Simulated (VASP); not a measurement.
Crystal: Ba2Re.

```
CELL_PARAMETERS angstrom
5.34370 0.00000 0.00000
-2.67185 4.62778 0.00000
0.00000 0.00000 3.52730
ATOMIC_POSITIONS crystal
Ba 0.66667 0.33333 0.73854
Ba 0.33333 0.66667 0.26146
Re 0.00000 0.00000 0.00000
```

The cell was built by a generator and needn't be a form met in nature.

Base run:

| Quantity | Value |
| --- | --- |
| Program | VASP 6.6.1 |
| Functional | LDA |
| Potentials or basis | VASP PAW LDA potentials, release 64 (Ba_sv, Re) |
| Cutoff | 520 eV |
| k mesh | 5 × 5 × 6 |
| Occupations | fermi-dirac, width 0.05 eV |
| Spin | spin-orbit coupling, no magnetisation |

Its results: pressure -2.6 GPa.

Q: The run is repeated on the same cell with these changes: spin from spin-orbit coupling, no magnetisation to no spin polarisation. What comes out?

A: Pressure -3.1 GPa.

Not every run made on this cell is shown here.
